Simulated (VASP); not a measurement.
# KFeP2O8 (C2/m) in VASP: single point with PBEsol

Aim: the single point of KFeP2O8 with PBEsol.

Program: VASP 6.6.1. These are calculated values, not measurements. Logs are shortened: lines on timing, memory, paths and dates and some standing lists are left out, and cuts for length are marked.

### Step 1. Starting point

Symmetry: C2/m, No. 12, monoclinic system. Conventional cell: a = 8.476 Å, b = 5.105 Å, c = 8.628 Å, α = 90.00°, β = 93.21°, γ = 90.00°. Fe (site symmetry 2/m) is surrounded by 6 O at 1.89 to 1.91 Å. O (site symmetry m) has 1 P at 1.52 Å as nearest neighbours. O (site symmetry m) is surrounded by 1 P at 1.42 Å. O (site symmetry 1) is surrounded by 1 P at 1.51 Å. P (site symmetry m) is surrounded by 4 O at 1.42 to 1.52 Å. K (site symmetry 2/m) is surrounded by 10 O at 3.08 to 3.33 Å.

The cell was built by a generator and needn't be a form met in nature.

### Step 2. Single point, PBEsol

File INCAR:

```
SYSTEM = KFeP2O8
  PREC = Accurate
  ENCUT = 520
  EDIFF = 1E-6
  ISMEAR = 1
  SIGMA = 0.2839
  LREAL = .FALSE.
  LASPH = .TRUE.
  NELM = 100
  ALGO = Fast
  ISIF = 2
  LWAVE = .FALSE.
  LCHARG = .TRUE.
  GGA = PS
  LELF = .TRUE.
  LVHAR = .TRUE.
  NBANDS = 50
```

File KPOINTS:

```
regular mesh
0
G
  6 6 3
  0 0 0
```

File POSCAR:

```
KFeP2O8
1.0
    4.2380262500      2.5523813500      0.0000000000
    4.2380262500     -2.5523813500      0.0000000000
    0.4831470800      0.0000000000     -8.6147784200
Fe O P K
1 8 2 1
Direct
    0.0000000000      0.0000000000      0.5000000000
    0.7888000000      0.7888000000      0.5811000000
    0.2112000000      0.2112000000      0.4189000000
    0.6787000000      0.6787000000      0.8510000000
    0.3213000000      0.3213000000      0.1490000000
    0.3119000000      0.7859000000      0.6478000000
    0.2141000000      0.6881000000      0.3522000000
    0.6881000000      0.2141000000      0.3522000000
    0.7859000000      0.3119000000      0.6478000000
    0.6436000000      0.6436000000      0.6925000000
    0.3564000000      0.3564000000      0.3075000000
    0.0000000000      0.0000000000      0.0000000000
```

Potentials or basis: VASP PAW PBE potentials, release 64 (Fe, O, P, K_sv).

Launch:

```
> cat potpaw_PBE.64/Fe/POTCAR potpaw_PBE.64/O/POTCAR potpaw_PBE.64/P/POTCAR potpaw_PBE.64/K_sv/POTCAR > POTCAR
> mpirun -np 1 vasp_std > vasp.out
```

OUTCAR:

```text
SYSTEM = KFeP2O8
   PREC = Accurate
   ENCUT = 520
   EDIFF = 1E-6
   ISMEAR = 1
   LREAL = .FALSE.
   LASPH = .TRUE.
   NELM = 100
   ISIF = 2
   GGA = PS

 ion  position               nearest neighbor table
   1  0.000  0.000  0.500-   2 1.89   3 1.89   6 1.91   7 1.91   8 1.91   9 1.91
   2  0.789  0.789  0.581-  10 1.52   1 1.89
   3  0.211  0.211  0.419-  11 1.52   1 1.89
   4  0.679  0.679  0.851-  10 1.42
   5  0.321  0.321  0.149-  11 1.42
   6  0.312  0.786  0.648-  10 1.51   1 1.91
   7  0.214  0.688  0.352-  11 1.51   1 1.91
   8  0.688  0.214  0.352-  11 1.51   1 1.91
   9  0.786  0.312  0.648-  10 1.51   1 1.91
  10  0.644  0.644  0.693-   4 1.42   6 1.51   9 1.51   2 1.52
  11  0.356  0.356  0.307-   5 1.42   7 1.51   8 1.51   3 1.52
  12  0.000  0.000  0.000-

  LATTYP: Found a base centered monoclinic cell.
 ALAT       =     8.4760525000
 B/A-ratio  =     0.6022570884
 C/A-ratio  =     1.0179639729
 COS(beta)  =    -0.0559955240

  Lattice vectors:

 A1 = (  -4.2380262500,  -2.5523813500,   0.0000000000)
 A2 = (  -4.2380262500,   2.5523813500,   0.0000000000)
 A3 = (   0.4831470800,   0.0000000000,  -8.6147784200)

Analysis of symmetry for initial positions (statically):
=====================================================================
 Subroutine PRICEL returns:
 Original cell was already a primitive cell.

 Routine SETGRP: Setting up the symmetry group for a
 base centered monoclinic supercell.

 Subroutine GETGRP returns: Found  4 space group operations
 (whereof  4 operations were pure point group operations)
 out of a pool of  4 trial point group operations.

The static configuration has the point symmetry C_2h.

Analysis of symmetry for dynamics (positions and initial velocities):
=====================================================================
 Subroutine PRICEL returns:
 Original cell was already a primitive cell.

 Routine SETGRP: Setting up the symmetry group for a
 base centered monoclinic supercell.

 Subroutine GETGRP returns: Found  4 space group operations
 (whereof  4 operations were pure point group operations)
 out of a pool of  4 trial point group operations.

The dynamic configuration has the point symmetry C_2h.

 Subroutine INISYM returns: Found  4 space group operations
 (whereof  4 operations are pure point group operations),
 and found     1 'primitive' translations

----------------------------------------------------------------------------------------

                                     Primitive cell

  volume of cell :     186.3731

  direct lattice vectors                    reciprocal lattice vectors
     4.238026250  2.552381350  0.000000000     0.117979449  0.195895492  0.006616703
     4.238026250 -2.552381350  0.000000000     0.117979449 -0.195895492  0.006616703
     0.483147080  0.000000000 -8.614778420     0.000000000  0.000000000 -0.116079596

  length of vectors
     4.947273699  4.947273699  8.628316077     0.228774943  0.228774943  0.116079596

  position of ions in fractional coordinates (direct lattice)
     0.000000000  0.000000000  0.500000000
     0.788800000  0.788800000  0.581100000
     0.211200000  0.211200000  0.418900000
     0.678700000  0.678700000  0.851000000
     0.321300000  0.321300000  0.149000000
     0.311900000  0.785900000  0.647800000
     0.214100000  0.688100000  0.352200000
     0.688100000  0.214100000  0.352200000
     0.785900000  0.311900000  0.647800000
     0.643600000  0.643600000  0.692500000
     0.356400000  0.356400000  0.307500000
     0.000000000  0.000000000  0.000000000

  ion indices of the primitive-cell ions
   primitive index   ion index
                 1           1
                 2           2
                 3           3
                 4           4
                 5           5
                 6           6
                 7           7
                 8           8
                 9           9
                10          10
                11          11
                12          12

----------------------------------------------------------------------------------------

 KPOINTS: regular mesh

Automatic generation of k-mesh.
 Grid dimensions read from file:
 generate k-points for:    6    6    3

 Generating k-lattice:

  Cartesian coordinates                     Fractional coordinates (reciprocal lattice)
     0.019663241  0.032649249  0.001102784     0.166666667  0.000000000  0.000000000
     0.019663241 -0.032649249  0.001102784     0.000000000  0.166666667  0.000000000
     0.000000000  0.000000000 -0.038693199     0.000000000  0.000000000  0.333333333

  Length of vectors
     0.038129157  0.038129157  0.038693199

  Shift w.r.t. Gamma in fractional coordinates (k-lattice)
     0.000000000  0.000000000  0.000000000

 Subroutine IBZKPT returns following result:
 ===========================================

 Found     34 irreducible k-points:

 Following reciprocal coordinates:
            Coordinates               Weight
  0.000000  0.000000  0.000000      1.000000
  0.166667 -0.000000 -0.000000      4.000000
  0.333333  0.000000  0.000000      4.000000
  0.500000  0.000000  0.000000      2.000000
  0.166667  0.166667 -0.000000      2.000000
  0.333333  0.166667 -0.000000      4.000000
[... 16 lines left out ...]
 -0.333333  0.166667  0.333333      4.000000
 -0.166667  0.166667  0.333333      4.000000
 [... further k-points ...]
   k-points           NKPTS =     34   k-points in BZ     NKDIM =     34   number of bands    NBANDS=     50
   number of dos      NEDOS =    301   number of ions     NIONS =     12
   total plane-waves  NPLWV = 102400
   dimension x,y,z NGX =    40 NGY =   40 NGZ =   64
   dimension x,y,z NGXF=    80 NGYF=   80 NGZF=  128
   ions per type =               1   8   2   1
   NGX,Y,Z   is equivalent  to a cutoff of  13.44, 13.44, 12.33 a.u.
   NGXF,Y,Z  is equivalent  to a cutoff of  26.88, 26.88, 24.66 a.u.
 SYSTEM =  KFeP2O8
   PREC   = accura    normal or accurate (medium, high low for compatibility)
   ISTART =      0    job   : 0-new  1-cont  2-samecut
   ICHARG =      2    charge: 1-file 2-atom 10-const
   ISPIN  =      1    spin polarized calculation?
   LNONCOLLINEAR =      F non collinear calculations
   LSORBIT =      F    spin-orbit coupling
   LASPH  =      T    aspherical Exc in radial PAW
   ENCUT  =  520.0 eV  38.22 Ry    6.18 a.u.   9.20  9.20 16.04*2*pi/ulx,y,z
   NELM   =    100;   NELMIN=  2; NELMDL= -5     # of ELM steps
   EDIFF  = 0.1E-05   stopping-criterion for ELM
   LREAL  =      F    real-space projection
   EDIFFG = 0.1E-04   stopping-criterion for IOM
   NSW    =      0    number of steps for IOM
   IBRION =     -1    ionic relax: 0-MD 1-quasi-New 2-CG
   NFREE  =      0    steps in history (QN), initial steepest desc. (CG)
   ISIF   =      2    stress and relaxation
   ISYM   =      2    0-nonsym 1-usesym 2-fastsym
   POTIM  = 0.5000    time-step for ionic-motion
   TEBEG  =    0.0;   TEEND  =   0.0 temperature during run
   PSTRESS=    0.0 pullay stress
   NELECT =      75.0000    total number of electrons
   NUPDOWN=      -1.0000    fix difference up-down
   EMIN   =  10.00;   EMAX   =-10.00  energy-range for DOS
   EFERMI =   0.00;   METHOD = LEGACY
   ISMEAR =     1;   SIGMA  =   0.28  broadening in eV -4-tet -1-fermi 0-gaus
   EFERMI_NEDOS =   21; number of points for ismear=-14 and -15
   IALGO  =     68    algorithm
   IMIX   =      4    mixing-type and parameters
     AMIX     =   0.40;   BMIX     =  1.00
     AMIX_MAG =   1.60;   BMIX_MAG =  1.00
  volume/ion in A,a.u.               =      15.53       104.81
  Fermi-wavevector in a.u.,A,eV,Ry     =   1.208651  2.284019 19.875888  1.460837
  Thomas-Fermi vector in A             =   2.344252
   LORBIT       =      0    0 simple, 1 ext, 2 COOP (PROOUT), +10 PAW based schemes
   GGA     = PS    functional components
   LHFCALC =     F    Hartree Fock is set to
   AEXX    =    0.0000 exact exchange contribution
   IVDW    =     0    specifies the selected vdW correction
   LEPSILON=     F    determine dielectric tensor
   LRPA    =     F    only Hartree local field effects (RPA)
 non-spin polarized calculation
 RMM-DIIS sequential band-by-band and
 Methfessel and Paxton  Order N= 1 SIGMA  =   0.28
  energy-cutoff  :      520.00
  volume of cell :      186.37
 maximum number of plane-waves:      5038
 NGX is ok and might be reduce to    40
   NGX = 19   NGY = 19   NGZ = 33

 number of electron      75.0000001 magnetization

 Free energy of the ion-electron system (eV)
  ---------------------------------------------------
  ext. energy  EPLUGINS =         0.00000000
  ---------------------------------------------------
  free energy    TOTEN  =       -83.49778761 eV

  energy without entropy =      -83.46563301  energy(sigma->0) =      -83.48706941

 E-fermi :  -0.4773     XC(G=0):  -8.4672

 val. band max:       -0.4786579952   @ k =   0.5000   0.3333   0.0000
 cond. band min:      -0.4745303008   @ k =  -0.3333   0.5000   0.3333
 fundamental gap:      0.0041276944
 Fermi energy:        -0.4773151025

 k-point     1 :       0.0000    0.0000    0.0000
  band No.  band energies     occupation
      1     -28.2761      2.00000
      2     -21.6889      2.00000
      3     -21.4386      2.00000
      4     -18.7608      2.00000
      5     -18.6124      2.00000
      6     -18.5712      2.00000
[... 41 lines left out ...]
     48       9.3334      0.00000
     49       9.5288      0.00000
[... 1194 lines left out ...]
     48       9.5079      0.00000
     49      10.0583      0.00000

 [... further k-points ...]

 [bands above 49 left out]

------------------------ aborting loop because EDIFF is reached ----------------------------------------

  FORCE on cell =-STRESS in cart. coord.  units (eV):
  Direction    XX          YY          ZZ          XY          YZ          ZX
  --------------------------------------------------------------------------------------
  -------------------------------------------------------------------------------------
  Total        1.1936044      0.7176303     10.6426407      0.0000000      0.0000000     -1.8889028
  in kB       10.2609529      6.1691886     91.4906414      0.0000000      0.0000000    -16.2381621
  external PRESSURE =      35.9735943 kB  Pullay stress =       0.0000000 kB

 VOLUME and BASIS-vectors are now :
 -----------------------------------------------------------------------------
  energy-cutoff  :      520.00
  volume of cell :      186.37
      direct lattice vectors                 reciprocal lattice vectors
     4.238026250  2.552381350  0.000000000     0.117979449  0.195895492  0.006616703
     4.238026250 -2.552381350  0.000000000     0.117979449 -0.195895492  0.006616703
     0.483147080  0.000000000 -8.614778420     0.000000000  0.000000000 -0.116079596

 POSITION                                       TOTAL-FORCE (eV/Angst)
 -----------------------------------------------------------------------------------
      0.24157      0.00000     -4.30739        -0.000000     -0.000000     -0.000000
      6.96667      0.00000     -5.00605         2.807907     -0.000000      1.965962
      1.99253      0.00000     -3.60873        -2.807907     -0.000000     -1.965962
      6.16385      0.00000     -7.33118         1.216375     -0.000000     -5.576127
      2.79534      0.00000     -1.28360        -1.216375     -0.000000      5.576127
      4.96549     -1.20983     -5.58065        -1.555336     -2.586342      0.574552
      3.99371     -1.20983     -3.03412         1.555336     -2.586342     -0.574552
      3.99371      1.20983     -3.03412         1.555336      2.586342     -0.574552
      4.96549      1.20983     -5.58065        -1.555336      2.586342      0.574552
      5.78977      0.00000     -5.96573        -0.328819     -0.000000      4.381390
      3.16943      0.00000     -2.64904         0.328819     -0.000000     -4.381390
      0.00000      0.00000      0.00000        -0.000000     -0.000000     -0.000000
 -----------------------------------------------------------------------------------
    total drift:                                0.000000      0.000000      0.000000

  FREE ENERGIE OF THE ION-ELECTRON SYSTEM (eV)
  ---------------------------------------------------
  free  energy   TOTEN  =       -83.4977876109 eV

  energy  without entropy=      -83.4656330072  energy(sigma->0) =      -83.48706941
```

Wall time 11 min (1 thread of Intel Xeon Platinum 8488C (Sapphire Rapids), shared host); peak memory 0.49 GiB.

What came out:

```yaml
Free_energy: -83.4978 eV
Pressure: 3.6 GPa
Largest_force: 5.707 eV/Å
Band_gap_on_the_k_mesh: none (metal or under the smearing width)
```

Forces in eV/Å, atoms in the order of the input:
```
Fe   0.000  0.000  0.000
O    2.808  0.000  1.966
O   -2.808  0.000 -1.966
O    1.216  0.000 -5.576
O   -1.216  0.000  5.576
O   -1.555 -2.586  0.575
O    1.555 -2.586 -0.575
O    1.555  2.586 -0.575
O   -1.555  2.586  0.575
P   -0.329  0.000  4.381
P    0.329  0.000 -4.381
K    0.000  0.000  0.000
```

Stress tensor (GPa, compression positive):
```
 1.03  0.00 -1.62
 0.00  0.62  0.00
-1.62  0.00  9.15
```

Levels at points of the mesh, in eV from the Fermi level:
```tsv
k point	band 34	band 35	band 36	band 37	band 38	band 39	band 40	band 41	band 42	band 43
(0.00, 0.00, 0.00)	-0.68	-0.61	-0.47	-0.44	-0.19	-0.13	1.44	1.67	5.52	7.72
(0.50, 0.00, 0.00)	-0.74	-0.67	-0.55	-0.41	0.18	0.28	1.19	1.57	7.60	7.66
(0.50, 0.50, 0.00)	-0.69	-0.65	-0.57	-0.20	-0.04	0.35	1.33	1.69	7.73	7.83
```

Caveat: the PAW data sets were made with another functional, which shifts forces and pressure a little; an odd number of electrons without spin polarisation forces a metal; a magnetic or distorted state may lie lower; the run has no spin polarisation, though such a crystal can be magnetic; semilocal functionals often make such compounds metallic where correlation or magnetic order opens a gap, which also shifts bond lengths.
